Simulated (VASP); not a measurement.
Level of theory: revTPSS meta-GGA, VASP's PBE PAW potentials (set 64) (plane waves; VASP).

A VASP calculation is set up with these files.

**INCAR**
```
ALGO = Normal
EDIFF = 1E-7
ENCUT = 520
ISIF = 2
ISMEAR = 0
LASPH = .TRUE.
LCHARG = .FALSE.
LMAXMIX = 4
LMIXTAU = .TRUE.
LREAL = .FALSE.
LWAVE = .FALSE.
METAGGA = RTPSS
NELM = 100
PREC = Accurate
SIGMA = 0.05
SYSTEM = PbF2
```

**POSCAR**
```
PbF2
1
    0.0000000000     2.9024247622     2.9024247622
    2.9024247622     0.0000000000     2.9024247622
    2.9024247622     2.9024247622     0.0000000000
Pb F
1 2
Direct
  0.0000000000   0.0000000000   0.0000000000
  0.2500000000   0.2500000000   0.2500000000
  0.7500000000   0.7500000000   0.7500000000
```

File KPOINTS:
```
Automatic mesh
0
Gamma
7 7 7
0 0 0
```

POTCAR, in this order: Pb_d F (PBE.64 set). Program: vasp_std.

### Question
What does the run give for the energy per atom (σ→0), pressure?

### Answer

```
Item                                  Result
---------------------  ---------------------
energy per atom (σ→0)  850.9 kJ/mol of atoms
pressure                            5.56 GPa
```

OSZICAR:
```
...
DAV:  18     0.264576180943E+02   -0.45131E-03   -0.16179E-04   742   0.127E-01    0.278E-02
DAV:  19     0.264576224542E+02    0.43599E-05   -0.33331E-05   874   0.593E-02    0.837E-03
DAV:  20     0.264576240024E+02    0.15481E-05   -0.94683E-06   732   0.281E-02    0.202E-03
DAV:  21     0.264576219104E+02   -0.20920E-05   -0.23477E-06   770   0.183E-02    0.273E-03
DAV:  22     0.264576221491E+02    0.23869E-06   -0.49931E-07   744   0.769E-03    0.288E-04
DAV:  23     0.264576220408E+02   -0.10823E-06   -0.23688E-08   406   0.177E-03    0.183E-04
DAV:  24     0.264576220505E+02    0.97011E-08   -0.48569E-09   372   0.111E-03
   1 F= 0.26457622E+02 E0= 0.26457622E+02  d E =-.540138E-22
```

The compound is PbF2 in the fluorite structure, the β form. This cell is one point of a volume scan, at 0.94 of the reference volume.
